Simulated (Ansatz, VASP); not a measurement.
Two plane-wave programs on CaV3

```
Ca V
1.0
     4.10007    0.00000    0.00000
     0.00000    4.10007    0.00000
     0.00000    0.00000    4.10007
Ca V
1 3
Cartesian
  0.0000 0.0000 0.0000
  0.0000 2.0500 2.0500
  2.0500 0.0000 2.0500
  2.0500 2.0500 0.0000
```

Alike in both runs: functional PBE; k mesh 4 × 4 × 4; occupations gaussian, width 0.1 eV; collinear spin.

Ansatz relaxed the structure, and its values are those at the end. VASP's run is a single point on that final structure, the one shown.

|  | VASP | Ansatz |
| --- | --- | --- |
| version | VASP 6.6.1 | Ansatz 0.2.0 |
| potentials or method | VASP PAW PBE potentials, release 64 (Ca_sv, V_sv) | scalar-relativistic, plane waves, PAW |
| plane-wave cutoff (eV) | 520 | 420 |
| valence electrons in the cell | 49 | 49 |

|  | VASP | Ansatz | Ansatz less VASP |
| --- | --- | --- | --- |
| gap on the k mesh at the Fermi level (eV) | none | none | - |
| pressure (GPa) | 0.0 | -0.2 | -0.19 |
| net moment per atom (μB) | 0.32 | 0.32 | 0.000 |
| size of the moment on the site where the two differ most (μB) | 0.35 | 0.36 | +0.012 |

Site moments also hang on the region over which each program counts them. A gap of «none» marks a metal or a gap that the smearing closes. The functional is the same, so the differences come from potentials, cutoffs and numerics.

Caveats: the k mesh is coarse (spacing up to 0.38 Å⁻¹), so the values aren't converged.
